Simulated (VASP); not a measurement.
# CsSb6 (Pm-3m) in VASP: further runs, part 2 of 2

VASP 6.6.1. Earlier steps stand in the parts before.

### 3 Relaxation of cell and atoms, PBE (species swapped into the LaB6 type (Pm-3m, No. 221))

File INCAR:

```
SYSTEM = CsSb6
PREC = Accurate
ENCUT = 600
EDIFF = 1E-7
ISMEAR = 0
SIGMA = 0.1
LREAL = .FALSE.
LASPH = .TRUE.
NELM = 100
ALGO = Normal
ISIF = 3
LWAVE = .FALSE.
LCHARG = .FALSE.
GGA = PE
IBRION = 2
NSW = 90
EDIFFG = -0.04
```

File KPOINTS:

```
Automatic mesh
0
G
  4 4 4
  0 0 0
```

File POSCAR:

```
CsSb6
1.0
    5.9973352300      0.0000000000      0.0000000000
    0.0000000000      5.9973352300      0.0000000000
    0.0000000000      0.0000000000      5.9973352300
Cs Sb
1 6
Direct
    0.0000000000      0.0000000000      0.0000000000
    0.8001218400      0.5000000000      0.5000000000
    0.1998781600      0.5000000000      0.5000000000
    0.5000000000      0.5000000000      0.8001218400
    0.5000000000      0.5000000000      0.1998781600
    0.5000000000      0.1998781600      0.5000000000
    0.5000000000      0.8001218400      0.5000000000
```

Potentials or basis: VASP PAW PBE potentials, release 64 (Cs_sv, Sb).

Launch:

```console
$ cat potpaw_PBE.64/Cs_sv/POTCAR potpaw_PBE.64/Sb/POTCAR > POTCAR
$ mpirun -np 1 vasp_std > vasp.out
```

OUTCAR:

```text
SYSTEM = CsSb6
   PREC = Accurate
   ENCUT = 600
   EDIFF = 1E-7
   ISMEAR = 0
   LREAL = .FALSE.
   LASPH = .TRUE.
   NELM = 100
   ISIF = 3
   GGA = PE
   IBRION = 2
   NSW = 90
   EDIFFG = -0.04

 ion  position               nearest neighbor table
   1  0.000  0.000  0.000-
   2  0.800  0.500  0.500-   3 2.40   4 2.55   5 2.55   6 2.55   7 2.55   3 3.60
   3  0.200  0.500  0.500-   2 2.40   4 2.55   5 2.55   6 2.55   7 2.55   2 3.60
   4  0.500  0.500  0.800-   5 2.40   3 2.55   2 2.55   6 2.55   7 2.55   5 3.60
   5  0.500  0.500  0.200-   4 2.40   3 2.55   2 2.55   6 2.55   7 2.55   4 3.60
   6  0.500  0.200  0.500-   7 2.40   3 2.55   4 2.55   5 2.55   2 2.55   7 3.60
   7  0.500  0.800  0.500-   6 2.40   3 2.55   4 2.55   5 2.55   2 2.55   6 3.60

  LATTYP: Found a simple cubic cell.
 ALAT       =     5.9973352300

  Lattice vectors:

 A1 = (   5.9973352300,   0.0000000000,   0.0000000000)
 A2 = (   0.0000000000,   5.9973352300,   0.0000000000)
 A3 = (   0.0000000000,   0.0000000000,   5.9973352300)

Analysis of symmetry for initial positions (statically):
=====================================================================
 Subroutine PRICEL returns:
 Original cell was already a primitive cell.

 Routine SETGRP: Setting up the symmetry group for a
 simple cubic supercell.

 Subroutine GETGRP returns: Found 48 space group operations
 (whereof 48 operations were pure point group operations)
 out of a pool of 48 trial point group operations.

The static configuration has the point symmetry O_h .

Analysis of symmetry for dynamics (positions and initial velocities):
=====================================================================
 Subroutine PRICEL returns:
 Original cell was already a primitive cell.

 Routine SETGRP: Setting up the symmetry group for a
 simple cubic supercell.

 Subroutine GETGRP returns: Found 48 space group operations
 (whereof 48 operations were pure point group operations)
 out of a pool of 48 trial point group operations.

The dynamic configuration has the point symmetry O_h .
[... 100 lines left out ...]
   ISIF   =      3    stress and relaxation
   ISYM   =      2    0-nonsym 1-usesym 2-fastsym
   POTIM  = 0.5000    time-step for ionic-motion
   TEBEG  =    0.0;   TEEND  =   0.0 temperature during run
   PSTRESS=    0.0 pullay stress
   NELECT =      39.0000    total number of electrons
   NUPDOWN=      -1.0000    fix difference up-down
   EMIN   =  10.00;   EMAX   =-10.00  energy-range for DOS
   EFERMI =   0.00;   METHOD = LEGACY
   ISMEAR =     0;   SIGMA  =   0.10  broadening in eV -4-tet -1-fermi 0-gaus
   EFERMI_NEDOS =   21; number of points for ismear=-14 and -15
   IALGO  =     38    algorithm
   IMIX   =      4    mixing-type and parameters
     AMIX     =   0.40;   BMIX     =  1.00
     AMIX_MAG =   1.60;   BMIX_MAG =  1.00
  volume/ion in A,a.u.               =      30.82       207.96
  Fermi-wavevector in a.u.,A,eV,Ry     =   0.925702  1.749324 11.659171  0.856925
  Thomas-Fermi vector in A             =   2.051585
   LORBIT       =      0    0 simple, 1 ext, 2 COOP (PROOUT), +10 PAW based schemes
   GGA     = PE    functional components
   LHFCALC =     F    Hartree Fock is set to
   AEXX    =    0.0000 exact exchange contribution
   IVDW    =     0    specifies the selected vdW correction
   LEPSILON=     F    determine dielectric tensor
   LRPA    =     F    only Hartree local field effects (RPA)
 conjugate gradient relaxation of ions
 non-spin polarized calculation
 Gauss-broadening in eV      SIGMA  =   0.10
  energy-cutoff  :      600.00
  volume of cell :      215.71
 maximum number of plane-waves:      7248
 NGX is ok and might be reduce to    48
   NGX = 23   NGY = 23   NGZ = 23

--------------------------------------- Ionic step        1  -------------------------------------------

 number of electron      39.0000002 magnetization

 Free energy of the ion-electron system (eV)
  ---------------------------------------------------
  ext. energy  EPLUGINS =         0.00000000
  ---------------------------------------------------
  free energy    TOTEN  =        -6.86880296 eV

  energy without entropy =       -6.85039179  energy(sigma->0) =       -6.85959738

 E-fermi :   7.2356     XC(G=0):  -9.0140

 val. band max:        7.1496617874   @ k =   0.5000   0.2500   0.2500
 cond. band min:       7.2371230804   @ k =   0.2500   0.0000   0.0000
 fundamental gap:      0.0874612931
 Fermi energy:         7.2356461397
[... 641 lines left out ...]
  FREE ENERGIE OF THE ION-ELECTRON SYSTEM (eV)
  ---------------------------------------------------
  free  energy   TOTEN  =       -20.8898586999 eV

  energy  without entropy=      -20.8550942942  energy(sigma->0) =      -20.87247650

[... ionic steps 4 to 22 ...]

--------------------------------------- Ionic step       23  -------------------------------------------

 number of electron      39.0000003 magnetization

------------------------ aborting loop because EDIFF is reached ----------------------------------------
[... 77 lines left out ...]
--------------------------------------- Ionic step       25  -------------------------------------------

 number of electron      38.9999998 magnetization

 Free energy of the ion-electron system (eV)
  ---------------------------------------------------
  ext. energy  EPLUGINS =         0.00000000
  ---------------------------------------------------
  free energy    TOTEN  =       -23.52451744 eV

  energy without entropy =      -23.50345809  energy(sigma->0) =      -23.51398776

 E-fermi :   2.1446     XC(G=0):  -6.5957

 val. band max:        2.0989048745   @ k =   0.2500   0.0000   0.0000
 cond. band min:       2.1800622104   @ k =   0.5000   0.2500   0.0000
 fundamental gap:      0.0811573359
 Fermi energy:         2.1446119858
[... 292 lines left out ...]
  FREE ENERGIE OF THE ION-ELECTRON SYSTEM (eV)
  ---------------------------------------------------
  free  energy   TOTEN  =       -23.5245174367 eV

  energy  without entropy=      -23.5034580862  energy(sigma->0) =      -23.51398776

 reached required accuracy - stopping structural energy minimisation
```

OSZICAR:

```text
N       E                     dE             d eps       ncg     rms          rms(c)
DAV:   1     0.320032614764E+03    0.32003E+03   -0.15138E+04   460   0.153E+03
DAV:   2     0.234715288055E+02   -0.29656E+03   -0.29348E+03   594   0.245E+02
DAV:   3    -0.687572724635E+01   -0.30347E+02   -0.29950E+02   581   0.826E+01
[... 321 lines left out ...]
DAV:   7    -0.235245169140E+02   -0.86256E-06   -0.31145E-06   481   0.735E-03    0.870E-04
DAV:   8    -0.235245170318E+02   -0.11773E-06   -0.48621E-07   407   0.271E-03    0.516E-04
DAV:   9    -0.235245172968E+02   -0.26500E-06   -0.30655E-07   356   0.225E-03    0.151E-04
DAV:  10    -0.235245174540E+02   -0.15728E-06   -0.23834E-08   272   0.740E-04    0.703E-05
DAV:  11    -0.235245174367E+02    0.17365E-07   -0.50730E-09   237   0.361E-04
  25 F= -.23524517E+02 E0= -.23513988E+02  d E =-.451439E-01
```

Run time: 14 min. Hardware: 1 thread of Intel Xeon 6975P-C (Granite Rapids), shared host; peak memory 0.36 GiB.

Results:

| Property | Result |
| --- | --- |
| Free energy | -23.5245 eV |
| Relaxed volume | 56.72 Å³/atom |
| Relaxed cell | a = 7.350 Å, b = 7.350 Å, c = 7.350 Å, α = 90.00°, β = 90.00°, γ = 90.00° |
| Space group after relaxing (to 0.05 Å) | Pm-3m (No. 221) |
| Energy gained by relaxing | 2379.4 meV/atom |
| Ionic steps | 25 |
| Pressure after relaxing | 0.1 GPa |
| Largest force after relaxing | 0.030 eV/Å |
| Band gap on the k mesh | none (metal or under the smearing width) |

Forces on the atoms (eV/Å):
```
Cs   0.000  0.000  0.000
Sb  -0.030  0.000  0.000
Sb   0.030  0.000  0.000
Sb   0.000  0.000 -0.030
Sb   0.000  0.000  0.030
Sb   0.000  0.030  0.000
Sb   0.000 -0.030  0.000
```

The path:
| step | energy change (eV) | largest force (eV/Å) | pressure (GPa) | volume (Å³) |
| --- | --- | --- | --- | --- |
| 1 | 0.0000 | 7.1416 | 50.65 | 215.71 |
| 2 | -13.9392 | 0.9851 | -0.20 | 685.21 |
| 3 | -14.0211 | 1.0817 | -0.17 | 666.70 |
| 4 | -14.1018 | 1.1799 | -0.13 | 649.10 |
| 5 | -14.7205 | 4.0971 | 3.52 | 393.49 |
| 6 | -14.4878 | 2.7992 | 1.06 | 520.28 |
| 7 | -14.6178 | 3.1935 | 1.58 | 481.34 |
| 8 | -14.6669 | 0.7202 | -2.50 | 547.05 |
| 9 | -15.2622 | 0.3929 | -0.97 | 509.66 |
| 10 | -15.2628 | 0.4432 | -0.92 | 508.87 |
| 11 | -15.4499 | 0.4951 | -0.82 | 485.74 |
| 12 | -15.9397 | 0.9708 | -0.18 | 420.58 |
| 13 | -14.7039 | 0.2528 | 8.71 | 308.27 |
| 14 | -15.9815 | 1.2675 | 0.59 | 400.33 |
| 15 | -16.0135 | 1.3488 | 2.03 | 368.06 |
| 16 | -16.0307 | 1.3634 | 1.53 | 377.54 |
| 17 | -16.1054 | 1.1855 | 1.61 | 372.76 |
| 18 | -16.2186 | 0.7902 | 2.31 | 358.66 |
| 19 | -16.3256 | 0.7282 | 1.82 | 364.45 |
| 20 | -16.5405 | 0.5266 | 0.59 | 382.19 |
| 21 | -16.5715 | 0.3034 | -1.04 | 419.39 |
| 22 | -16.6103 | 0.3568 | -0.46 | 404.10 |
| 23 | -16.6106 | 0.3639 | -0.39 | 402.37 |
| 24 | -16.6293 | 0.2906 | -0.28 | 401.03 |
| 25 | -16.6557 | 0.0301 | 0.11 | 397.03 |

Final structure:
```
Cs Sb
1.0
     7.34977    0.00000    0.00000
     0.00000    7.34977    0.00000
     0.00000    0.00000    7.34977
Cs Sb
1 6
Direct
  0.00000 0.00000 0.00000
  0.80147 0.50000 0.50000
  0.19853 0.50000 0.50000
  0.50000 0.50000 0.80147
  0.50000 0.50000 0.19853
  0.50000 0.19853 0.50000
  0.50000 0.80147 0.50000
```

Levels at points of the mesh, in eV from the Fermi level:
```csv
k point,band 16,band 17,band 18,band 19,band 20,band 21,band 22,band 23
"(0.00, 0.00, 0.00)",-1.28,-1.28,-0.86,-0.86,-0.86,0.53,0.53,1.39
"(0.50, 0.00, 0.00)",-1.14,-1.14,-0.98,-0.35,0.33,0.33,0.53,1.97
"(0.50, 0.50, 0.00)",-2.64,-0.62,-0.62,-0.19,0.76,0.88,1.23,1.23
"(0.50, 0.50, 0.50)",-3.23,-1.00,0.78,0.78,0.78,0.81,0.81,0.81
```

Caveat: the volume moved by over 15 % at a fixed basis, so the end points are rough.
